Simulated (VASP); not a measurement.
Given:

```
Nb
1.0
   -1.65000     1.65000     1.65000
    1.65000    -1.65000     1.65000
    1.65000     1.65000    -1.65000
Nb
1
Direct
  0.00000   0.00000   0.00000
```

The numbers are results of PBE GGA, VASP's PBE PAW potentials (set 64) (plane waves; VASP), not measurements. Run with 400 eV cut-off, 14×14×14 Γ-centred mesh, first-order Methfessel-Paxton smearing of 0.10 eV, potentials Nb_sv.

Question: What does the run give for the energy per atom (σ→0), band gap (on the k-mesh) with the smallest direct gap where there is one?

Answer: 
```
Item                                                        Result
------------------------  ----------------------------------------
band gap (on the k-mesh)  none (metal, semimetal or under 0.01 eV)
energy per atom (σ→0)                              -10.208 eV/atom
```

The absolute energy has meaning only against runs of the same code, potentials and settings.

The compound is Nb in the bcc structure. The cell was not relaxed at this level.
